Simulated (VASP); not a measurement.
Here is the system:

```
CELL_PARAMETERS angstrom
      0.00000     3.07352     3.07352
      3.07352     0.00000     3.07352
      3.07352     3.07352     0.00000
ATOMIC_POSITIONS crystal
  Ba 0.00000 0.00000 0.00000
  F  0.25000 0.25000 0.25000
  F  0.75000 0.75000 0.75000
```

Calculation: SCAN meta-GGA, VASP's PBE PAW potentials (set 64) (plane waves; VASP). Settings: 520 eV cut-off, 6×6×6 Γ-centred mesh, Gaussian smearing of 0.050 eV, potentials Ba_sv F.

Give the stress tensor in GPa (positive for a compressed cell).

```
2.06  0.00  0.00
0.00  2.06  0.00
0.00  0.00  2.06
```
The pressure is its mean diagonal, 2.06 GPa.

The compound is BaF2 in the fluorite structure. This cell is one point of a volume scan, at 0.97 of the reference volume.
